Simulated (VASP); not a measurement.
```yaml
crystal:
  lattice:
    - [0.00000, 2.22872, 2.22872]
    - [2.22872, 0.00000, 2.22872]
    - [2.22872, 2.22872, 0.00000]
  atoms:
    - { symbol: Nb, position: [0.00000, 0.00000, 0.00000] }
    - { symbol: C, position: [0.50000, 0.50000, 0.50000] }
```

All values below come from PBE GGA with D3 dispersion (zero damping), VASP's PBE PAW potentials (set 64) (plane waves; VASP 6.6.1). Run with 520 eV cut-off, Gaussian smearing of 0.050 eV, potentials Nb_sv C.

### Question
Predict the band gap (along the path) with the smallest direct gap where there is one.

### Answer

```
Quantity                                                      Value
-------------------------  ----------------------------------------
band gap (along the path)  none (metal, semimetal or under 0.01 eV)
```

The absolute energy has meaning only against runs of the same code, potentials and settings.

The compound is NbC in the rock salt structure. It was relaxed first. The electron count is odd and the run is not spin-polarised, which forces a metal.
